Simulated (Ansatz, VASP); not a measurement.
# W2CF2: VASP beside Ansatz, part 2 of 2

Wanted: the spread between two codes on one cell, functional and k mesh. Of the first pair: The structure shown is the start of the Ansatz relaxation below; VASP solves that cell, so the two are compared at the walk's first step.

VASP 6.6.1 and Ansatz 0.2.0.

So far: Set-up; Ansatz: relaxation, PBE.

## (3) VASP: single point, PBE, start cell, pair 1

Level of this step: PBE, no spin polarisation; plane waves and PAW (C, W, F) (VASP).

The same cell, functional, mesh and smearing now go to VASP, with its own data sets.

Lines of VASP's logs that name or quote its potential files are left out, and so is its time.

File INCAR:

```
SYSTEM = W2CF2
PREC = Accurate
ENCUT = 520
EDIFF = 1E-06
NELM = 120
ISMEAR = 1
SIGMA = 0.2
LREAL = .FALSE.
ALGO = Normal
GGA = PE
NBANDS = 40
LASPH = .TRUE.
LORBIT = 11
LWAVE = .FALSE.
LCHARG = .FALSE.
ISIF = 2
LDIPOL = .TRUE.
IDIPOL = 3
DIPOL = 0.5 0.5 0.28
LVHAR = .TRUE.
GGA_COMPAT = .FALSE.
NELMDL = -8
KPAR = 2
```

File POSCAR:

```
W2CF2
1.0
    2.8473260000      0.0000000000      0.0000000000
    0.0000000000      4.9317130000      0.0000000000
    0.0000000000      0.0000000000     35.6516000000
C W F
2 4 4
Direct
    0.5000000000      0.5043055020      0.2826442852
    0.0000000000      0.9956943967      0.2783403550
    0.0000000000      0.3173138826      0.3198986020
    0.5000000000      0.8493526489      0.3191923504
    0.5000000000      0.1826860160      0.2410860382
    0.0000000000      0.6506472497      0.2417922898
    0.5000000000      0.1730517368      0.3657134041
    0.0000000000      0.6602815290      0.3620813371
    0.0000000000      0.3269481618      0.1952712360
    0.5000000000      0.8397183697      0.1989033030
```

File KPOINTS:

```
Automatic mesh
0
Gamma
12 8 1
0 0 0
```

The projector-augmented-wave data sets are C, W and F (PBE family, release 64).

On the command line:

```console
> mpirun -np 2 vasp_std
```

Numbers of over 12 decimals in the logs are rounded to 6 here.

The log of the run:

```text
[banner, memory and clock lines left out]
running    2 mpi-ranks, on    1 nodes
 distrk:  each k-point on    1 cores,    2 groups
 distr:  one band on    1 cores,    1 groups

 POSCAR found type information on POSCAR C W F
 POSCAR found :  3 types and      10 ions
 LDA part: xc-table for (Slater+PW92), standard interpolation
 POSCAR, INCAR and KPOINTS ok, starting setup
 FFT: planning ... GRIDC
 FFT: planning ... GRID_SOFT
 FFT: planning ... GRID
 WAVECAR not read
 entering main loop
       N       E                     dE             d eps       ncg     rms          rms(c)
DAV:   1     0.567546530266E+03    0.56755E+03   -0.23644E+04  2960   0.116E+03
DAV:   2    -0.112951136144E+02   -0.57884E+03   -0.55857E+03  4224   0.297E+02
DAV:   3    -0.939550870190E+02   -0.82660E+02   -0.81055E+02  3408   0.123E+02
DAV:   4    -0.965897518328E+02   -0.26347E+01   -0.25824E+01  3784   0.239E+01
DAV:   5    -0.966602576365E+02   -0.70506E-01   -0.70272E-01  3632   0.346E+00
DAV:   6    -0.966631100733E+02   -0.28524E-02   -0.28502E-02  3936   0.669E-01
DAV:   7    -0.966632242039E+02   -0.11413E-03   -0.11409E-03  3776   0.112E-01
DAV:   8    -0.966632298546E+02   -0.56507E-05   -0.56494E-05  3592   0.228E-02    0.567E+01
DAV:   9    -0.849506241803E+02    0.11713E+02   -0.69615E+01  3632   0.331E+01    0.206E+01
DAV:  10    -0.846260633612E+02    0.32456E+00   -0.48378E+00  3456   0.130E+01    0.113E+01
DAV:  11    -0.846251293673E+02    0.93399E-03   -0.12311E+00  4088   0.617E+00    0.258E+00
DAV:  12    -0.845205266598E+02    0.10460E+00   -0.84034E-01  3960   0.395E+00    0.116E+00
DAV:  13    -0.844958747874E+02    0.24652E-01   -0.10095E-01  3848   0.154E+00    0.316E-01
DAV:  14    -0.844960772084E+02   -0.20242E-03   -0.94000E-03  3640   0.449E-01    0.189E-01
[...]
DAV:  20    -0.844958778113E+02   -0.32453E-04   -0.19783E-06  2368   0.613E-03    0.286E-03
DAV:  21    -0.844959093659E+02   -0.31555E-04   -0.13022E-06  2384   0.612E-03    0.134E-03
DAV:  22    -0.844959391330E+02   -0.29767E-04   -0.19773E-06  2456   0.482E-03    0.144E-03
DAV:  23    -0.844959505522E+02   -0.11419E-04   -0.54264E-07  2248   0.373E-03    0.486E-04
DAV:  24    -0.844959560542E+02   -0.55020E-05   -0.12272E-07  1848   0.148E-03    0.618E-04
DAV:  25    -0.844959583899E+02   -0.23357E-05   -0.39639E-08  1800   0.870E-04    0.316E-04
DAV:  26    -0.844959615208E+02   -0.31309E-05   -0.61027E-08  1880   0.853E-04    0.242E-04
DAV:  27    -0.844959623501E+02   -0.82932E-06   -0.21592E-08  1760   0.492E-04
   1 F= -.84495962E+02 E0= -.84493770E+02  d E =-.657589E-02
```

OUTCAR, selected parts (step 3):

```text
ion  position               nearest neighbor table
   1  0.500  0.504  0.283-   4 2.14   3 2.15   3 2.15   6 2.16   6 2.16   5 2.17
   2  0.000  0.996  0.278-   6 2.14   5 2.15   5 2.15   4 2.16   4 2.16   3 2.17
   3  0.000  0.317  0.320-   1 2.15   1 2.15   2 2.17   8 2.26   7 2.28   7 2.28   4 2.71   4 2.71
                             4 2.99   4 2.99   5 3.22   5 3.22   6 3.23
   4  0.500  0.849  0.319-   1 2.14   2 2.16   2 2.16   8 2.29   8 2.29   7 2.30   3 2.71   3 2.71
                             3 2.99   3 2.99   5 3.23   6 3.26   6 3.26
   5  0.500  0.183  0.241-   2 2.15   2 2.15   1 2.17  10 2.26   9 2.28   9 2.28   6 2.71   6 2.71
                             6 2.99   6 2.99   3 3.22   3 3.22   4 3.23
   6  0.000  0.651  0.242-   2 2.14   1 2.16   1 2.16  10 2.29  10 2.29   9 2.30   5 2.71   5 2.71
                             5 2.99   5 2.99   3 3.23   4 3.26   4 3.26
   7  0.500  0.173  0.366-   3 2.28   3 2.28   4 2.30
   8  0.000  0.660  0.362-   3 2.26   4 2.29   4 2.29
   9  0.000  0.327  0.195-   5 2.28   5 2.28   6 2.30
  10  0.500  0.840  0.199-   5 2.26   6 2.29   6 2.29

  LATTYP: Found a simple orthorhombic cell.
 ALAT       =     2.8473260000
 B/A-ratio  =     1.7320507030
 C/A-ratio  =    12.5210811828

 Subroutine GETGRP returns: Found  4 space group operations
 (whereof  2 operations were pure point group operations)

The static configuration has the point symmetry C_1h.
 The point group associated with its full space group is C_2h.

 Found     35 irreducible k-points:

   k-points           NKPTS =     35   k-points in BZ     NKDIM =     35   number of bands    NBANDS=     40

   dimension x,y,z NGX =    24 NGY =   40 NGZ =  270
   dimension x,y,z NGXF=    48 NGYF=   80 NGZF=  540

   ENCUT  =  520.0 eV  38.22 Ry    6.18 a.u.   5.29  9.17 66.29*2*pi/ulx,y,z

   NELECT =      60.0000    total number of electrons

 k-points in reciprocal lattice and weights: Automatic mesh
   0.00000000  0.00000000  0.00000000       0.010
   0.08333333  0.00000000  0.00000000       0.021
   0.16666667  0.00000000  0.00000000       0.021
   0.25000000  0.00000000  0.00000000       0.021
   0.33333333  0.00000000  0.00000000       0.021
   0.41666667  0.00000000  0.00000000       0.021
   0.50000000  0.00000000  0.00000000       0.010
   0.00000000  0.12500000  0.00000000       0.021
   0.08333333  0.12500000  0.00000000       0.042
[...]
0.41666667  0.50000000  0.00000000       0.021
   0.50000000  0.50000000  0.00000000       0.010

 dipolmoment           0.000000      0.000000     -0.000005 electrons x Angstroem

 average (electrostatic) potential at core
       1 -58.3578       2 -58.3578       3 -49.6891       4 -49.6128       5 -49.6891
       6 -49.6128       7 -84.1445       8 -84.4885       9 -84.1445      10 -84.4885

 E-fermi :  -2.8731

 k-point     1 :       0.0000    0.0000    0.0000
  band No.  band energies     occupation
    ...
     25      -6.3434      2.00000
     26      -6.2872      2.00000
     27      -4.5872      2.00000
     28      -4.4181      2.00000
     29      -4.2010      2.00000
     30      -2.7198      0.03829
     31      -2.3621     -0.00181
     32      -2.2439     -0.00008
     33      -1.9472     -0.00000
     34      -1.9100     -0.00000
    ...

 k-point     2 :       0.0833    0.0000    0.0000
  band No.  band energies     occupation
    ...
     25      -6.3477      2.00000
     26      -6.3002      2.00000
     27      -4.6364      2.00000
     28      -4.4907      2.00000
     29      -4.0579      2.00000
     30      -2.7282      0.06399
     31      -2.6934     -0.02216
     32      -2.3719     -0.00226
     33      -1.9058     -0.00000
     34      -1.8030     -0.00000
    ...

 k-point     3 :       0.1667    0.0000    0.0000
  band No.  band energies     occupation
    ...
     27      -5.0334      2.00000
     28      -4.2592      2.00000
     29      -3.6785      2.00000
     30      -3.0591      2.03258
     31      -2.9611      1.67116
     32      -2.3778     -0.00257
     33      -1.8435     -0.00000
     34      -1.8245     -0.00000
     35      -1.6858     -0.00000
     36      -1.6104     -0.00000
    ...

  Total        0.8623387      2.0858166     -3.2395672      0.0000000     -0.5892819      0.0000000
  in kB        2.7597799      6.6753293    -10.3677273      0.0000000     -1.8859042      0.0000000
  external PRESSURE =      -0.3108727 kB  Pullay stress =       0.0000000 kB

  energy-cutoff  :      520.00
  volume of cell :      500.63
      direct lattice vectors                 reciprocal lattice vectors
     2.847326000  0.000000000  0.000000000     0.351206711  0.000000000  0.000000000
     0.000000000  4.931713000  0.000000000     0.000000000  0.202769301  0.000000000
     0.000000000  0.000000000 35.651600000     0.000000000  0.000000000  0.028049232

 POSITION                                       TOTAL-FORCE (eV/Angst)
 -----------------------------------------------------------------------------------
      1.42366      2.48709     10.07672         0.000000     -0.093912     -0.137124
      0.00000      4.91048      9.92328         0.000000      0.093912      0.137124
      0.00000      1.56490     11.40490         0.000000     -0.417073      0.146135
      1.42366      4.18876     11.37972         0.000000      0.356906      0.028003
      1.42366      0.90096      8.59510         0.000000      0.417073     -0.146135
      0.00000      3.20881      8.62028         0.000000     -0.356906     -0.028003
      1.42366      0.85344     13.03827         0.000000     -0.056761     -0.268684
      0.00000      3.25632     12.90878         0.000000     -0.008266     -0.319671
      0.00000      1.61241      6.96173         0.000000      0.056761      0.268684
      1.42366      4.14125      7.09122         0.000000      0.008266      0.319671
 -----------------------------------------------------------------------------------
    total drift:                                0.000000      0.000008      0.000008

  FREE ENERGIE OF THE ION-ELECTRON SYSTEM (eV)
  ---------------------------------------------------
  free  energy   TOTEN  =       -84.4959623501 eV

  energy  without entropy=      -84.4893864593  energy(sigma->0) =      -84.49377039

 vacuum level on the upper side and lower side of the slab         2.744         2.744

 total charge
# of ion       s       p       d       tot
------------------------------------------
    1        0.855   1.617   0.000   2.472
    2        0.855   1.617   0.000   2.472
    3        0.558   0.630   4.303   5.490
    4        0.555   0.617   4.318   5.490
    5        0.558   0.630   4.303   5.490
    6        0.555   0.617   4.318   5.490
    7        1.746   4.292   0.000   6.038
    8        1.745   4.301   0.000   6.046
    9        1.746   4.292   0.000   6.038
   10        1.745   4.301   0.000   6.046
--------------------------------------------------
tot         10.916  22.914  17.242  51.072

[... 3 further parts left out ...]
```

The run ends at a pressure of -0.03 GPa, with forces up to 0.44 eV/Å.

## (4) Comparison

Known differences besides the potentials themselves: Ansatz cuts the interaction across the vacuum, VASP repeats the sheet with a dipole correction; the data sets hold 92 valence electrons in Ansatz (on its PAW soft_1 files) and 60 in VASP; the cutoff is 420 eV in Ansatz and 520 eV in VASP. Total energies have different zeros and are not compared.

Forces (eV/Å; atoms numbered as in POSCAR):

| atom | Ansatz x, y, z | VASP x, y, z |
| --- | --- | --- |
| C1 | 0.000, -0.091, -0.121 | 0.000, -0.094, -0.137 |
| C2 | 0.000, 0.091, 0.121 | 0.000, 0.094, 0.137 |
| W3 | 0.000, -0.292, 0.105 | 0.000, -0.417, 0.146 |
| W4 | 0.000, 0.232, -0.018 | 0.000, 0.357, 0.028 |
| W5 | 0.000, 0.292, -0.105 | 0.000, 0.417, -0.146 |
| W6 | 0.000, -0.232, 0.018 | 0.000, -0.357, -0.028 |
| F7 | 0.000, -0.055, -0.215 | 0.000, -0.057, -0.269 |
| F8 | 0.000, -0.011, -0.257 | 0.000, -0.008, -0.320 |
| F9 | 0.000, 0.055, 0.215 | 0.000, 0.057, 0.269 |
| F10 | 0.000, 0.011, 0.257 | 0.000, 0.008, 0.320 |

The forces differ by 53 meV/Å r.m.s., which is 28.2 % of the r.m.s. force of 0.188 eV/Å (both taken over all components). With vacuum in the cell, a pressure given here is an average over mostly empty space and none of the material.

## (5) What the set-up changes

Further runs change the set-up of one program: Ansatz's method, potentials or start, or VASP's data sets, cutoff or form of LDA. The table gives that difference for each run.

| run | r.m.s. force difference (meV/Å) |
| --- | --- |
| as above | 53 |
| VASP with the data sets C, W_sv and F | 33 |

## (6) Ansatz: relaxation, PBE

This run makes the geometry at which the two programs are then compared.

The structure compared here is the end of the Ansatz relaxation.

File input.yaml:

```yaml
crystal:
  lattice:
    - [2.8473259017, 0.0, 0.0]
    - [0.0, 4.9317131275, 0.0]
    - [0.0, 0.0, 35.6515995878]
  atoms:
    - { symbol: C, position: [0.5, 0.5043055663, 0.2826442871] }
    - { symbol: C, position: [0.0, -0.0043055663, 0.2783403597] }
    - { symbol: W, position: [0.0, 0.317313915, 0.3198986186] }
    - { symbol: W, position: [0.5, 0.8493527517, 0.3191923609] }
    - { symbol: W, position: [0.5, 0.182686085, 0.2410860282] }
    - { symbol: W, position: [1.0, 0.6506472483, 0.2417922859] }
    - { symbol: F, position: [0.5, 0.1730517657, 0.3657134134] }
    - { symbol: F, position: [1.0, 0.6602815677, 0.3620813514] }
    - { symbol: F, position: [0.0, 0.3269482343, 0.1952712334] }
    - { symbol: F, position: [0.5, 0.8397184323, 0.1989032954] }
  periodic: [true, true, false]
kpoints:
  mp_grid: { grid: [12, 8, 1] }
hamiltonian:
  xc: pbe
  pseudopotentials: { kind: paw, azcp: { folder: soft_1 } }
scf:
  occupations: { method: methfessel_paxton, width: 0.2 }
output:
  forces: true
  stress: true
  eigenvalues: true
  write_density: true
  write_potential: true
  elf: true
  volumetric_format: npy
relax:
  adjacent_minimum: "off"
  f_tol: 0.002
  max_steps: 120
  cell: { stress_2d_tol: 0.005 }
```

On the command line:

```console
> ansatz run input.yaml --threads 4 --pin off --max-ram 16384MiB --backend cpu --events-out ev --progress --plain --runs-dir out
```

The log of the run:

```text
[...]
Crystal: 10 atoms, lattice volume = 500.627 Å³
Basis set: ecut = 420 eV, 9847 PW (Γ), exchange–correlation on 40×72×480 points (8 copies of the dense FFT grid, shifted against one another)
Bands: 56, of which v1, the nominal top of the filled ones, is band 46 counted from 1 (45 counted from 0)
Symmetry: 4 space group operations
[...]
k-points: 35 of 96
[...]
- { symbol: W, position: [0, 0.274188, 0.316452] }
    - { symbol: W, position: [0.500000, 0.855933, 0.311797] }
    - { symbol: W, position: [0.500000, 0.225812, 0.244533] }
    - { symbol: W, position: [1.000000, 0.644067, 0.249187] }
    - { symbol: F, position: [0.500000, 0.115805, 0.359927] }
    - { symbol: F, position: [1.000000, 0.606697, 0.350927] }
    - { symbol: F, position: [0, 0.384195, 0.201058] }
    - { symbol: F, position: [0.500000, 0.893303, 0.210057] }
[key lines of the parts left out:]
SCF converged after 7 iterations
Free energy (F): -45275.591025 eV
Fermi energy:    -4.864565 eV
P = ½ c Tr σ = -0.0030 N/m
```

## (7) VASP: single point, PBE, relaxed cell, pair 2

The same cell, functional, mesh and smearing now go to VASP, with its own data sets.

INCAR is that of step 3.

File POSCAR:

```
W2CF2
1.0
    2.9476185969      0.0000000000      0.0000000000
    0.0000000000      5.3765173773      0.0000000000
    0.0000000000      0.0000000000     35.6515995878
C W F
2 4 4
Direct
    0.5000000000      0.4962775064      0.2877951134
    0.0000000000      0.0037224936      0.2731895334
    0.0000000000      0.2741880574      0.3164518372
    0.5000000000      0.8559332357      0.3117974064
    0.5000000000      0.2258119426      0.2445328096
    0.0000000000      0.6440667643      0.2491872404
    0.5000000000      0.1158047723      0.3599268185
    0.0000000000      0.6066969126      0.3509272909
    0.0000000000      0.3841952277      0.2010578283
    0.5000000000      0.8933030874      0.2100573559
```

KPOINTS is that of step 3.

On the command line:

```console
> mpirun -np 2 vasp_std
```

The log of the run:

```text
[... set-up lines as in an earlier step ...]
 entering main loop
       N       E                     dE             d eps       ncg     rms          rms(c)
DAV:   1     0.558360126252E+03    0.55836E+03   -0.23029E+04  3032   0.114E+03
DAV:   2    -0.820319292937E+01   -0.56656E+03   -0.54626E+03  4304   0.283E+02
DAV:   3    -0.945900604127E+02   -0.86387E+02   -0.84839E+02  3424   0.124E+02
DAV:   4    -0.973862213753E+02   -0.27962E+01   -0.27453E+01  3752   0.241E+01
[...]
DAV:  26    -0.854365166829E+02   -0.56847E-05   -0.12284E-07  1992   0.140E-03    0.490E-04
DAV:  27    -0.854365190262E+02   -0.23433E-05   -0.42250E-08  1792   0.769E-04    0.174E-04
DAV:  28    -0.854365199675E+02   -0.94136E-06   -0.17798E-08  1632   0.504E-04
   1 F= -.85436520E+02 E0= -.85439020E+02  d E =0.750100E-02
```

OUTCAR, selected parts (step 7):

```text
  Total       -0.7213435     -0.8601618     -0.7410630      0.0000000      0.0778712      0.0000000
  in kB       -2.0455088     -2.4391548     -2.1014272      0.0000000      0.2208189      0.0000000
  external PRESSURE =      -2.1953636 kB  Pullay stress =       0.0000000 kB

 POSITION                                       TOTAL-FORCE (eV/Angst)
 -----------------------------------------------------------------------------------
      1.47381      2.66824     10.26036         0.000000      0.003332     -0.025848
      0.00000      0.02001      9.73964         0.000000     -0.003332      0.025848
      0.00000      1.47418     11.28201         0.000000     -0.142644     -0.012192
      1.47381      4.60194     11.11608         0.000000      0.109697      0.022260
      1.47381      1.21408      8.71799         0.000000      0.142644      0.012192
      0.00000      3.46284      8.88392         0.000000     -0.109697     -0.022260
      1.47381      0.62263     12.83197         0.000000      0.004714     -0.055447
      0.00000      3.26192     12.51112         0.000000      0.035015     -0.042806
      0.00000      2.06563      7.16803         0.000000     -0.004714      0.055447
      1.47381      4.80286      7.48888         0.000000     -0.035015      0.042806
 -----------------------------------------------------------------------------------
    total drift:                                0.000000      0.000007     -0.000052

  FREE ENERGIE OF THE ION-ELECTRON SYSTEM (eV)
  ---------------------------------------------------
  free  energy   TOTEN  =       -85.4365199675 eV

  energy  without entropy=      -85.4440209686  energy(sigma->0) =      -85.43902030

[... 1 part as in an earlier step ...]

[... 2 further parts left out ...]
[key lines of the parts left out:]
E-fermi :  -2.5754
```

The run ends at a pressure of -0.22 GPa, with forces up to 0.14 eV/Å.

## (8) Differences

What differs besides the data sets and the points named for the pairs above, as far as they apply: the data sets hold 92 valence electrons in Ansatz (on its PAW soft_1 files) and 60 in VASP. Total energies have different zeros and are not compared.

Forces (eV/Å; atoms numbered as in POSCAR):

| atom | Ansatz x, y, z | VASP x, y, z |
| --- | --- | --- |
| C1 | 0.000, 0.000, 0.000 | 0.000, 0.003, -0.026 |
| C2 | 0.000, 0.000, 0.000 | 0.000, -0.003, 0.026 |
| W3 | 0.000, 0.000, 0.000 | 0.000, -0.143, -0.012 |
| W4 | 0.000, 0.000, -0.001 | 0.000, 0.110, 0.022 |
| W5 | 0.000, 0.000, 0.000 | 0.000, 0.143, 0.012 |
| W6 | 0.000, 0.000, 0.001 | 0.000, -0.110, -0.022 |
| F7 | 0.000, 0.000, 0.001 | 0.000, 0.005, -0.055 |
| F8 | 0.000, 0.000, 0.000 | 0.000, 0.035, -0.043 |
| F9 | 0.000, 0.000, -0.001 | 0.000, -0.005, 0.055 |
| F10 | 0.000, 0.000, 0.000 | 0.000, -0.035, 0.043 |

The forces differ by 52 meV/Å r.m.s., where the r.m.s. force is 0.000 eV/Å in Ansatz and 0.052 eV/Å in VASP: the atoms lie near their places of rest in Ansatz, so a percentage would say little (all taken over all components). With vacuum in the cell, a pressure given here is an average over mostly empty space and none of the material.

## (9) Summary of results

* r.m.s. force difference (single point, PBE, start cell, pair 1): 53 meV/Å
* r.m.s. force difference (single point, PBE, relaxed cell, pair 2): 52 meV/Å

**Reading.** The r.m.s. force difference is 53 meV/Å (single point, PBE, start cell, pair 1), beyond the 12 meV/Å picked in this series as the mark of a large difference. The data sets hold unlike numbers of valence electrons (92 in Ansatz and 60 in VASP), so part of the differences comes from the potentials. Single point, PBE, start cell, pair 1, VASP with the data sets C, W_sv and F: r.m.s. force difference goes from 53 to 33 meV/Å. What causes the difference of the single point, PBE, relaxed cell, pair 2 pair stays open here. Such differences can come from data sets, numerical settings and the points named under the comparisons, not from the functional's error against experiment.

[Lines on the potential files, build, host, timing and source positions are cut from VASP's logs without a mark.]

[Logs are printed without paths, hosts, clocks, repeated set-up lines and the standing remarks that a program may print on its own settings, such as how far it seeks lower states.]

[Hosts, paths, dates, database ids (printed as entryN), source tags and the programs' standing remarks are cut or masked in the printed files.]
